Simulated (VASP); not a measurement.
Consider the following.

```
CELL_PARAMETERS angstrom
      1.37685    -2.38477     0.00000
      1.37685     2.38477     0.00000
      0.00000     0.00000     4.46192
ATOMIC_POSITIONS crystal
  Re 0.33333 0.66667 0.25000
  Re 0.66667 0.33333 0.75000
```

These are r2SCAN+rVV10, VASP's PBE PAW potentials (set 64) (plane waves; VASP 6.6.1) values and carry that method's errors. Settings: 520 eV cut-off, 17×17×9 Γ-centred mesh, tetrahedra with Blöchl corrections, potentials Re.

Give the energies of bands 1 to 10 at the high-symmetry points, in eV from the Fermi level.

```
band       Γ      M      K      A      L      H
----  ------  -----  -----  -----  -----  -----
1     -10.37  -6.27  -5.44  -7.90  -6.58  -4.74
2      -6.95  -6.11  -4.25  -7.90  -6.58  -4.74
3      -1.67  -5.51  -4.25  -2.52  -4.30  -3.92
4      -1.60  -1.95  -3.56  -2.52  -4.30  -3.92
5      -1.60  -1.85  -2.23  -1.73   0.48  -2.28
6      -0.74  -1.46  -2.23  -1.73   0.48  -2.28
7      -0.74  -0.64  -0.04  -1.73   0.93   0.10
8       0.28   4.20   3.19  -1.73   0.93   0.10
9       0.28   4.58   3.19   2.71   4.52   3.56
10      0.53   4.75   3.66   2.71   4.58   3.56
```

It has no gap at this level: it comes out as a metal or semimetal.

The compound is Re in the hcp structure. It was relaxed first.
